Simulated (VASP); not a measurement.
Write the native input for VASP 6.6.1 that does the following.

```
Task                   : single point
Functional             : LDA
Potentials or basis    : VASP PAW LDA potentials, release 64 (Ti_sv)
Cutoff                 : 520 eV
k mesh                 : 20 × 20 × 20
Occupations            : fermi-dirac, width 0.1 eV
Spin                   : no spin polarisation
Dipole correction      : no
Further INCAR settings : ALGO = Normal; EDIFF = 1e-06; NBANDS = 12
```

The structure of Ti lies in POSCAR:

```
Ti
1.0
    2.5563128606      0.0000000000      0.0000000000
    0.0000000000      2.5563128606      0.0000000000
    0.0000000000      0.0000000000      2.5563128606
Ti
1
Direct
    0.0000000000      0.0000000000      0.0000000000
```

This isn't the form of Ti at room conditions, which is hcp.

One way to write it, as run:

INCAR

```
PREC     = Accurate       # precision mode
ENCUT    = 520            # plane-wave cutoff, eV
EDIFF    = 1E-6           # SCF threshold, eV
ISMEAR   = -1             # smearing method
SIGMA    = 0.1            # smearing width, eV
LREAL    = F              # projectors in reciprocal space
LASPH    = T              # aspherical terms in the spheres
NELM     = 60             # most SCF steps
ALGO     = Normal         # electronic algorithm
ISIF     = 2              # what is computed and relaxed
LWAVE    = F              # write WAVECAR
LCHARG   = T              # write CHGCAR
LELF     = T              # ELF
LVHAR    = T            
NBANDS   = 12             # bands
```

KPOINTS

```
regular mesh
0
Gamma
  20 20 20
```

Potentials or basis: VASP PAW LDA potentials, release 64 (Ti_sv).

Command:

```console
$ cat potpaw_LDA.64/Ti_sv/POTCAR > POTCAR
$ mpirun -np 1 vasp_std > vasp.out
```

Results of the run:

The pressure is -0.1 GPa. The band gap on the k mesh is none (metal or under the smearing width).

Run time: 26 s on 1 thread of Intel(R) Xeon(R) Platinum 8375C CPU @ 2.90GHz (Ice Lake), on a shared host, peak memory 0.16 GiB.
